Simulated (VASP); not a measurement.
**TlZnBr3: single point with PBE**

TlZnBr3:

```
Tl Zn Br
1.0
     5.20043    0.00000    0.00000
     0.00000    5.20043    0.00000
     0.00000    0.00000    5.20043
Tl Zn Br
1 1 3
Direct
  0.00000 0.00000 0.00000
  0.50000 0.50000 0.50000
  0.50000 0.50000 0.00000
  0.50000 0.00000 0.50000
  0.00000 0.50000 0.50000
```

The cell was built by a generator and needn't be a form met in nature.

```
Program             : VASP 6.6.1
Task                : single point
Functional          : PBE
Potentials or basis : VASP PAW PBE potentials, release 64 (Tl_d, Zn, Br)
Cutoff              : 520 eV
k mesh              : 6 × 6 × 6
Occupations         : fermi-dirac, width 0.02 eV
Spin                : no spin polarisation
```

```yaml
Pressure: 1.3 GPa
Band_gap_on_the_k_mesh: 0.29 eV, indirect (least direct gap 0.99 eV)
```

Levels at points of the mesh, in eV from the valence-band top:
```tsv
k point	band 20	band 21	band 22	band 23	band 24	band 25	band 26	band 27
(0.00, 0.00, 0.00)	-0.89	-0.70	-0.70	-0.70	0.29	5.88	5.88	5.88
(0.50, 0.00, 0.00)	-1.09	-0.67	-0.67	-0.65	3.12	3.78	4.99	4.99
(0.50, 0.50, 0.00)	-1.19	-1.11	-0.26	0.00	4.08	4.78	4.78	5.37
(0.50, 0.50, 0.50)	-0.24	0.00	0.00	0.00	5.32	5.32	5.32	5.82
```

Wall time 48 s on 1 thread of AMD EPYC 9R45 (Zen 5), with other jobs on the host, peak memory 0.25 GiB.

Caveat: spin-orbit coupling is left out, which as a rule narrows the gap of such compounds by several tenths of an eV. PBE gaps usually lie below the measured ones, often by a third to a half.
